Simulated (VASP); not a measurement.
Given:

```
CELL_PARAMETERS angstrom
     -1.46395     1.46395     5.27334
      1.46395    -1.46395     5.27334
      1.46395     1.46395    -5.27334
ATOMIC_POSITIONS crystal
  Ta 0.75426 0.75426 0.00000
  Ta 0.50426 0.00426 0.50000
  C  0.16174 0.16174 0.00000
  C  0.91174 0.41174 0.50000
```

Calculation: PBEsol GGA, VASP's PBE PAW potentials (set 64) (plane waves; VASP). Run with 520 eV cut-off, Gaussian smearing of 0.050 eV, potentials Ta_pv C.

Task: Give the energies of bands 9 to 18 at the high-symmetry points, in eV from the Fermi level.

Result: 
| band | Γ | X | P | N | M | S | R |
|---|---|---|---|---|---|---|---|
| 9 | -6.48 | -5.34 | -5.53 | -6.58 | -4.27 | -6.58 | -5.38 |
| 10 | -3.17 | -5.34 | -5.53 | -5.31 | -4.27 | -5.33 | -5.38 |
| 11 | -2.06 | -4.51 | -4.10 | -2.69 | -2.66 | -2.53 | -4.44 |
| 12 | -1.80 | -4.51 | -4.10 | -2.58 | -2.66 | -2.50 | -4.44 |
| 13 | -1.71 | -2.26 | -2.62 | -1.54 | -2.52 | -2.00 | -2.24 |
| 14 | -1.71 | -2.26 | -2.62 | -1.44 | -2.52 | -1.40 | -2.24 |
| 15 | -0.73 | 0.56 | 0.73 | -1.40 | 0.58 | -1.28 | 0.52 |
| 16 | -0.73 | 0.56 | 0.73 | 0.66 | 0.58 | 0.96 | 0.52 |
| 17 | 4.04 | 6.26 | 6.01 | 2.25 | 4.53 | 1.88 | 5.99 |
| 18 | 4.13 | 6.27 | 6.02 | 3.62 | 4.54 | 4.17 | 5.99 |

It has no gap at this level: it comes out as a metal or semimetal.

The structure was generated: TaC was put into the NbAs type (I4_1md), which need not be its known phase. It was relaxed first, which changed the volume by +24 %.
